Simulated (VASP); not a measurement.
VASP runs on CdS (zinc blende) share one base input (PBE GGA, plane waves, VASP's PBE PAW potentials (set 64)) and change the settings named in each case.

POSCAR:
```
CdS
1
    0.0000000000     2.9100000000     2.9100000000
    2.9100000000     0.0000000000     2.9100000000
    2.9100000000     2.9100000000     0.0000000000
Cd S
1 1
Direct
  0.0000000000   0.0000000000   0.0000000000
  0.2500000000   0.2500000000   0.2500000000
```

KPOINTS:
```
Automatic mesh
0
Gamma
7 7 7
0 0 0
```

### INCAR
```
! general
SYSTEM =CdS
PREC   =Accurate
ENCUT  =400
LREAL  =.FALSE.
LASPH  =.TRUE.

! electronic loop
EDIFF  =1E-6
NELM   =100
ALGO   =Normal
LMAXMIX=4

! smearing
ISMEAR =0
SIGMA  =0.05

! functional
GGA    =PE

! ions
ISIF   =2

! output
LWAVE  =.FALSE.
LCHARG =.FALSE.
```

POTCAR, in this order: Cd S (PBE.64 set). Program: vasp_std.

| change | E(σ→0) (eV/atom) | pressure (GPa) |
|---|---|---|
| base run | -3.0553 | 3.25 |
| ENCUT = 800, POTCAR Cd_sv_GW S (PBE.64 set) | -3.0974 | 3.16 |
| ENCUT = 800, POTCAR Cd S_h (PBE.64 set) | -3.0559 | 3.71 |
| ENCUT = 520 | -3.0568 | 3.67 |
| ENCUT = 800 | -3.0569 | 3.69 |
 Energies of different potentials or functionals have different zeros.  The base run's pressure lies -0.43 GPa from that at 800 eV (Pulay error).

Left out are runs that ran out of time, are held back, or changed the cell or the kind of run, fixed moments of cells without a moment, rows past the twelfth, gaps on odd meshes, pressures of charged cells and columns that move by less than the noise.

The compound is CdS in the zinc blende structure, a metastable form; wurtzite is the usual one. The cell was not relaxed at this level.
